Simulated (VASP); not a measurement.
Given:

```
Ta
1.0
   -1.66634     1.66634     1.66634
    1.66634    -1.66634     1.66634
    1.66634     1.66634    -1.66634
Ta
1
Direct
  0.00000   0.00000   0.00000
```

Computed with optB86b-vdW, VASP's PBE PAW potentials (set 64) (plane waves; VASP 6.6.1). Settings: 520 eV cut-off, 15×15×15 Γ-centred mesh, first-order Methfessel-Paxton smearing of 0.10 eV, potentials Ta_pv.

Task: Give the stress tensor in GPa (positive for a compressed cell).

Result: 
```
-6.13   0.00   0.00
 0.00  -6.13   0.00
 0.00   0.00  -6.13
```
The pressure is its mean diagonal, -6.13 GPa.

The compound is Ta in the bcc structure. This cell is one point of a volume scan, at 1.03 of the reference volume.
